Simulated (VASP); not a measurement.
Output of a VASP run:

OSZICAR:
```
       N       E                     dE             d eps       ncg     rms          rms(c)
DAV:   1    -0.301456649915E+02   -0.30146E+02   -0.41139E+03  1512   0.764E+02
DAV:   2    -0.330920345355E+02   -0.29464E+01   -0.29220E+01  1616   0.432E+01
DAV:   3    -0.331123454002E+02   -0.20311E-01   -0.20303E-01  1808   0.390E+00
DAV:   4    -0.331124309288E+02   -0.85529E-04   -0.85132E-04  1944   0.204E-01
DAV:   5    -0.331124309787E+02   -0.49928E-07   -0.50100E-07  1712   0.411E-03    0.104E+01
DAV:   6    -0.329224618689E+02    0.18997E+00   -0.33760E-01  1344   0.568E+00    0.577E+00
DAV:   7    -0.331241920521E+02   -0.20173E+00   -0.14110E-01  1480   0.296E+00    0.224E-01
DAV:   8    -0.328522771015E+02    0.27191E+00   -0.23264E-01  1368   0.381E+00    0.275E-01
DAV:   9    -0.330803942600E+02   -0.22812E+00   -0.28615E-01  1384   0.284E+00    0.194E-01
DAV:  10    -0.330796268797E+02    0.76738E-03   -0.35163E-03  1456   0.416E-01    0.148E-01
DAV:  11    -0.330793967409E+02    0.23014E-03   -0.14506E-04  1456   0.126E-01    0.109E-01
DAV:  12    -0.330792660466E+02    0.13069E-03   -0.17704E-04  1344   0.158E-01    0.115E-01
DAV:  13    -0.330793355525E+02   -0.69506E-04   -0.12888E-04  1416   0.934E-02    0.108E-01
DAV:  14    -0.330791821821E+02    0.15337E-03   -0.69080E-05  1616   0.550E-02    0.753E-02
DAV:  15    -0.330791786251E+02    0.35570E-05   -0.11346E-05  1408   0.334E-02    0.644E-02
DAV:  16    -0.330791489512E+02    0.29674E-04   -0.20540E-05  1464   0.368E-02    0.285E-02
DAV:  17    -0.330791076091E+02    0.41342E-04   -0.40746E-05  1360   0.344E-02    0.561E-03
DAV:  18    -0.330791060463E+02    0.15629E-05   -0.12638E-06  1768   0.960E-03    0.553E-03
DAV:  19    -0.330791074907E+02   -0.14444E-05   -0.50552E-07  1352   0.484E-03    0.235E-03
DAV:  20    -0.330791082823E+02   -0.79160E-06   -0.32622E-07  1392   0.432E-03    0.628E-04
DAV:  21    -0.330791087162E+02   -0.43386E-06   -0.14003E-08   704   0.107E-03    0.359E-04
DAV:  22    -0.330791083490E+02    0.36713E-06   -0.82572E-09   672   0.492E-04    0.122E-04
DAV:  23    -0.330791083840E+02   -0.34959E-07   -0.64349E-10   672   0.241E-04
   1 F= -.33079108E+02 E0= -.33079108E+02  d E =0.000000E+00
       N       E                     dE             ncg
```

### OUTCAR
```
------------------------ aborting loop because EDIFF is reached ----------------------------------------
  FORCE on cell =-STRESS in cart. coord.  units (eV):
  Direction    XX          YY          ZZ          XY          YZ          ZX
  --------------------------------------------------------------------------------------
  Total       -0.0787067     -0.0787067     -0.0787067      0.0000000      0.0000000      0.0000000
  in kB       -3.3768358     -3.3768358     -3.3768358      0.0000000      0.0000000      0.0000000
  external PRESSURE =      -3.3768358 kB  Pullay stress =       0.0000000 kB
  volume of cell :       37.34
      direct lattice vectors                 reciprocal lattice vectors
     3.342495386  0.000000000  0.000000000     0.299177675  0.000000000  0.000000000
     0.000000000  3.342495386  0.000000000     0.000000000  0.299177675  0.000000000
     0.000000000  0.000000000  3.342495386     0.000000000  0.000000000  0.299177675
 POSITION                                       TOTAL-FORCE (eV/Angst)
 -----------------------------------------------------------------------------------
      0.00000      0.00000      0.00000         0.000000      0.000000      0.000000
 -----------------------------------------------------------------------------------
    total drift:                               -0.000000      0.000000      0.000000
  FREE ENERGIE OF THE ION-ELECTRON SYSTEM (eV)
  ---------------------------------------------------
  free  energy   TOTEN  =       -33.0791083840 eV

  energy  without entropy=      -33.0791083840  energy(sigma->0) =      -33.07910838

 total charge

# of ion       s       p       d       tot
------------------------------------------
    1        0.427   6.304   0.375   7.107
```
(Selected blocks of OUTCAR.)

**POSCAR**
```
Yb
1
    3.3424953862     0.0000000000     0.0000000000
    0.0000000000     3.3424953862     0.0000000000
    0.0000000000     0.0000000000     3.3424953862
Yb
1
Direct
  0.0000000000   0.0000000000   0.0000000000
```

Task: Write an INCAR and KPOINTS that could have produced this output.

Result: This is not unique; one that fits is the input of the run itself, r2SCAN meta-GGA, plane waves, VASP's PBE PAW potentials (set 64).

KPOINTS_OPT:
```
k-points along high-symmetry lines
10
Line-mode
Reciprocal
  0.000000   0.000000   0.000000 ! GAMMA
  0.000000   0.500000   0.000000 ! X

  0.000000   0.500000   0.000000 ! X
  0.500000   0.500000   0.000000 ! M

  0.500000   0.500000   0.000000 ! M
  0.000000   0.000000   0.000000 ! GAMMA

  0.000000   0.000000   0.000000 ! GAMMA
  0.500000   0.500000   0.500000 ! R

  0.500000   0.500000   0.500000 ! R
  0.000000   0.500000   0.000000 ! X

  0.500000   0.500000   0.500000 ! R
  0.500000   0.500000   0.000000 ! M
```

### INCAR
```
SYSTEM = Yb
PREC = Accurate
ENCUT = 400
EDIFF = 1E-7
NELM = 100
ALGO = Normal
LREAL = .FALSE.
LASPH = .TRUE.
ISMEAR = -5
METAGGA = R2SCAN
LMIXTAU = .TRUE.
LMAXMIX = 6
LWAVE = .FALSE.
LCHARG = .FALSE.
LORBIT = 11
NEDOS = 601
ISIF = 2
```

**KPOINTS**
```
Automatic mesh
0
Gamma
12 12 12
0 0 0
```

POTCAR, in this order: Yb_2 (PBE.64 set). Program: vasp_std.

The 4f electrons are frozen in the core of the lanthanide potential, so 4f levels, which can set the real gap, and their magnetism are missing. For a metal the tetrahedron method with Blöchl corrections gives inexact stress and forces.

The structure was generated: Yb was put into the simple-cubic type (Pm-3m), which need not be its known phase. It was relaxed first, which changed the volume by -19 %.
